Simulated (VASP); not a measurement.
Be2Ge:

```xyz
3
Lattice="0.0000 2.6191 2.6191 2.6191 0.0000 2.6191 2.6191 2.6191 0.0000" Properties=species:S:1:pos:R:3 pbc="T T T"
Be    3.9287    3.9287    3.9287
Be    1.3096    1.3096    1.3096
Ge    0.0000    0.0000    0.0000
```

The cell comes from a database or a generator and needn't be the stable form of this composition.

* Program: VASP 6.6.1
* Task: relaxation of cell and atoms
* Functional: PBE
* Potentials or basis: VASP PAW PBE potentials, release 64 (Be, Ge_d)
* Cutoff: 600 eV
* k mesh: 14 × 14 × 14
* Occupations: gaussian, width 0.1 eV
* Spin: no spin polarisation

At the start: pressure 8.2 GPa; volume 11.98 Å³/atom.

Question: How do energy, volume and symmetry change on relaxing?

Answer: Over 3 steps the energy falls by 22.8 meV/atom and the volume is 12.93 Å³/atom (+7.9 %); space group Fm-3m (No. 225, to 0.05 Å).

The path:
| step | energy change (eV) | largest force (eV/Å) | pressure (GPa) | volume (Å³) |
| --- | --- | --- | --- | --- |
| 1 | 0.0000 | 0.0000 | 8.19 | 35.93 |
| 2 | -0.0670 | 0.0000 | -0.96 | 39.21 |
| 3 | -0.0684 | 0.0000 | -0.04 | 38.78 |

Final structure:
```yaml
crystal:
  lattice:
    - [0.00000, 2.68665, 2.68665]
    - [2.68665, 0.00000, 2.68665]
    - [2.68665, 2.68665, 0.00000]
  atoms:
    - { symbol: Be, position: [0.75000, 0.75000, 0.75000] }
    - { symbol: Be, position: [0.25000, 0.25000, 0.25000] }
    - { symbol: Ge, position: [0.00000, 0.00000, 0.00000] }
```
